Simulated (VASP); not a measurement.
## Al15BN16 (a cell with a defect): electric field gradients with PBE

The system is Al15BN16 (a cell with a defect).

```
B Al N
1.0
     6.22600    0.00000    0.00000
    -3.11300    5.39187    0.00000
     0.00000    0.00000    9.96200
B Al N
1 15 16
Direct
  0.16667 0.33333 0.00000
  0.16667 0.33333 0.50000
  0.16667 0.83333 0.00000
  0.16667 0.83333 0.50000
  0.66667 0.33333 0.00000
  0.66667 0.33333 0.50000
  0.66667 0.83333 0.00000
  0.66667 0.83333 0.50000
  0.33333 0.16667 0.25000
  0.33333 0.16667 0.75000
  0.33333 0.66667 0.25000
  0.33333 0.66667 0.75000
  0.83333 0.16667 0.25000
  0.83333 0.16667 0.75000
  0.83333 0.66667 0.25000
  0.83333 0.66667 0.75000
  0.16667 0.33333 0.19000
  0.16667 0.33333 0.69000
  0.16667 0.83333 0.19000
  0.16667 0.83333 0.69000
  0.66667 0.33333 0.19000
  0.66667 0.33333 0.69000
  0.66667 0.83333 0.19000
  0.66667 0.83333 0.69000
  0.33333 0.16667 0.44000
  0.33333 0.16667 0.94000
  0.33333 0.66667 0.44000
  0.33333 0.66667 0.94000
  0.83333 0.16667 0.44000
  0.83333 0.16667 0.94000
  0.83333 0.66667 0.44000
  0.83333 0.66667 0.94000
```

```json
{
 "Program": "VASP 6.6.1",
 "Task": "electric field gradients",
 "Functional": "PBE",
 "Potentials or basis": "VASP PAW PBE potentials, release 64 (B, Al, N)",
 "Cutoff": "520 eV",
 "k mesh": "4 × 4 × 2",
 "Occupations": "fermi-dirac, width 0.01 eV",
 "Spin": "no spin polarisation",
 "Dipole correction": "no",
 "Further INCAR settings": "LREAL = Auto; ALGO = Fast; EDIFF = 1e-08; NBANDS = 86"
}
```

```
Pressure               : -1.0 GPa
Largest force          : 2.643 eV/Å
Band gap on the k mesh : 3.67 eV, direct
```

Forces in eV/Å, atoms in the order of the input:
```
B    0.000  0.000  0.440
Al   0.000  0.000  0.056
Al  -0.446 -0.257  0.193
Al  -0.018 -0.011 -0.153
Al   0.000  0.515  0.193
Al   0.000  0.021 -0.153
Al   0.446 -0.257  0.193
Al   0.018 -0.011 -0.153
Al   0.107 -0.062 -0.395
Al  -0.328  0.189 -0.202
Al   0.000  0.124 -0.395
Al   0.000 -0.379 -0.202
Al  -0.107 -0.062 -0.395
Al   0.328  0.189 -0.202
Al   0.000  0.000 -0.223
Al   0.000  0.000 -0.022
N    0.000  0.000 -2.637
N    0.000  0.000 -0.011
N    0.024  0.014  0.153
N    0.054  0.031  0.157
N    0.000 -0.028  0.153
N    0.000 -0.063  0.157
N   -0.024  0.014  0.153
N   -0.054  0.031  0.157
N   -0.049  0.028  0.083
N   -2.160  1.247  0.875
N    0.000 -0.056  0.083
N    0.000 -2.494  0.875
N    0.049  0.028  0.083
N    2.160  1.247  0.875
N    0.000  0.000  0.187
N    0.000  0.000  0.075
```

Stress tensor (GPa, compression positive):
```
-1.72  0.00  0.00
 0.00 -1.72  0.00
 0.00  0.00  0.58
```

Levels at points of the mesh, in eV from the valence-band top:
```csv
k point,band 60,band 61,band 62,band 63,band 64,band 65,band 66,band 67,band 68,band 69
"(0.00, 0.00, 0.00)",-0.50,-0.50,-0.17,-0.17,0.00,3.67,4.53,5.05,5.30,5.30
"(0.50, 0.00, 0.00)",-0.96,-0.46,-0.44,-0.39,-0.38,5.04,5.63,5.77,5.99,6.28
"(0.00, 0.00, 0.50)",-0.74,-0.31,-0.31,-0.24,-0.24,3.80,4.89,5.09,5.09,5.14
"(0.50, 0.00, 0.50)",-0.63,-0.61,-0.60,-0.56,-0.55,5.00,5.67,6.03,6.12,6.18
```

Electric field gradients, principal values (V/Å²):
```tsv
atom	Vxx	Vyy	Vzz
1 B	0.022	0.022	-0.044
2 Al	-0.601	-0.601	1.201
3 Al	-1.061	-1.350	2.411
4 Al	-1.332	-1.370	2.702
5 Al	-1.061	-1.350	2.411
6 Al	-1.332	-1.370	2.702
7 Al	-1.061	-1.350	2.411
8 Al	-1.332	-1.370	2.702
9 Al	-1.789	-1.810	3.599
10 Al	-0.997	-1.293	2.290
11 Al	-1.789	-1.810	3.599
12 Al	-0.997	-1.293	2.290
13 Al	-1.789	-1.810	3.599
14 Al	-0.997	-1.293	2.290
15 Al	-1.539	-1.539	3.077
16 Al	-1.007	-1.007	2.013
17 N	-24.658	-24.659	49.316
18 N	1.408	1.408	-2.816
19 N	-0.258	-0.388	0.647
20 N	-0.768	-0.782	1.550
21 N	-0.258	-0.388	0.647
22 N	-0.768	-0.782	1.550
23 N	-0.258	-0.389	0.647
24 N	-0.768	-0.782	1.550
25 N	-0.371	-1.413	1.784
26 N	-25.706	-25.824	51.530
27 N	-0.371	-1.413	1.784
28 N	-25.705	-25.824	51.529
29 N	-0.371	-1.413	1.784
30 N	-25.705	-25.824	51.529
31 N	0.296	0.296	-0.592
32 N	0.123	0.124	-0.247
```

Run time: 9.5 min on 1 thread of Intel(R) Xeon(R) Platinum 8488C (Sapphire Rapids) (shared host), peak memory 0.5 GiB.
